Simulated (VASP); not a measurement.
Here is a VASP 6.6.1 calculation.

POSCAR

```
Cu2IBr
1.0
    1.9685310750      1.1365319461      6.3876248825
   -1.9685310750      1.1365319461      6.3876248825
    0.0000000000     -2.2730638921      6.3876248825
I Br Cu
1 1 2
Direct
    0.0000000000      0.0000000000      0.0000000000
    0.5000000000      0.5000000000      0.5000000000
    0.2490310000      0.2490310000      0.2490310000
    0.7509690000      0.7509690000      0.7509690000
```

File INCAR.step1:

```
ALGO = Fast
EDIFF = 1E-8
ENCUT = 500
GGA = PE
ISMEAR = 0
LASPH = T
LCHARG = F
LREAL = F
LWAVE = T
NELM = 60
PREC = Accurate
SIGMA = 0.01
```

Contents of INCAR.step2:

```
ALGO = Exact
EDIFF = 1E-8
ENCUT = 500
GGA = PE
ISMEAR = 0
ISTART = 1
LASPH = T
LCHARG = F
LOPTICS = T
LREAL = F
LWAVE = T
NBANDS = 397
NELM = 1
PREC = Accurate
SIGMA = 0.01
```

File INCAR.step3:

```
ALGO = EVGW0
EDIFF = 1E-8
ENCUT = 500
ENCUTGW = 120
GGA = PE
ISMEAR = 0
ISTART = 1
LASPH = T
LCHARG = F
LREAL = F
LWAVE = F
NBANDS = 397
NBANDSGW = 26
NELMGW = 1
NOMEGA = 48
PREC = Accurate
PRECFOCK = Fast
SIGMA = 0.01
```

File KPOINTS:

```
k-points
0
Gamma
  3 3 3
```

Potentials or basis: VASP PAW PBE potentials, release 64 (I_GW, Br_GW, Cu_GW).

Run with:

```console
$ cat potpaw_PBE.64/I_GW/POTCAR potpaw_PBE.64/Br_GW/POTCAR potpaw_PBE.64/Cu_GW/POTCAR > POTCAR
$ cp INCAR.step1 INCAR
$ mpirun -np 1 vasp_std > vasp.out
$ cp INCAR.step2 INCAR
$ mpirun -np 1 vasp_std > vasp.out
$ cp INCAR.step3 INCAR
$ mpirun -np 1 vasp_std > vasp.out
```

Task: Predict the quasiparticle gap.

Result: 1.22 eV.

Task: Estimate the least direct quasiparticle gap.

Result: 1.22 eV.

Task: Estimate the band gap on the k mesh, mean-field level.

Result: 0.33 eV, direct.

Caveat: the k mesh is coarse (spacing up to 0.62 Å⁻¹), so the values aren't converged; bands, screening cutoff and mesh are small and nothing is extrapolated, so the quasiparticle values aren't converged; spin-orbit coupling is left out, which moves the levels of the heavy elements.
